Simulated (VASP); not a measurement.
Data:

```
CELL_PARAMETERS angstrom
      4.70100     0.00000     0.00000
     -2.35050     4.07118     0.00000
      0.00000     0.00000     7.54310
ATOMIC_POSITIONS crystal
  Li 0.33333 0.66667 0.64600
  Li 0.66667 0.33333 0.35400
  Li 0.00000 0.00000 0.50000
  La 0.00000 0.00000 0.00000
  Bi 0.33333 0.66667 0.25575
  Bi 0.66667 0.33333 0.74425
```

The numbers are results of LDA (Ceperley-Alder, Perdew-Zunger), VASP's LDA PAW potentials (set 64) (plane waves; VASP), not measurements. Run with 400 eV cut-off, 8×8×4 Γ-centred mesh, Gaussian smearing of 0.20 eV, potentials Li_sv La Bi_d.

At this cut-off the stress carries a Pulay error, which pulls relaxed volumes low. Energy and stress use the plane-wave basis of the starting cell.

Q: The ions, cell shape and volume are relaxed. What does this cell relax into?

A: 
```
CELL_PARAMETERS angstrom
      4.59866     0.00000     0.00000
     -2.29933     3.98255     0.00000
      0.00000     0.00000     7.33565
ATOMIC_POSITIONS crystal
  Li 0.33333 0.66667 0.64505
  Li 0.66667 0.33333 0.35495
  Li 0.00000 0.00000 0.50000
  La 0.00000 0.00000 0.00000
  Bi 0.33333 0.66667 0.25743
  Bi 0.66667 0.33333 0.74257
```
Space group P-3m1 (164), at a tolerance of 0.03 Å.

Q: How do energy and volume change from the first to the last step?

A: The energy (σ→0) changes by -17.6 meV/atom and the volume by -6.9 %, in 12 ionic steps.

```
step  E(σ→0) (eV)  max force (eV/Å)  pressure (GPa)  volume (Å³)
----  -----------  ----------------  --------------  -----------
1        -25.7221             0.069           -3.23       144.36
2        -25.8252             0.107            0.08       134.48
3        -25.8253             0.102            0.02       134.67
4        -25.8252             0.098           -0.05       134.86
5        -25.8265             0.065           -0.09       134.78
6        -25.8271             0.028           -0.09       134.69
7        -25.8272             0.020           -0.09       134.67
8        -25.8274             0.015           -0.01       134.35
9        -25.8273             0.010            0.08       134.11
10       -25.8273             0.012            0.10       134.18
11       -25.8274             0.014            0.07       134.27
12       -25.8275             0.007            0.02       134.35
```

The structure comes from a measured Li3LaBi2 entry of the Crystallography Open Database, whose conditions weren't checked. This run relaxes it. Symmetry was kept, so distortions that lower it aren't found. The run is one of a series of settings (EDIFFG = -0.01, IBRION = 2, ISIF = 3, NSW = 50 against the base run), some of them coarse on purpose.
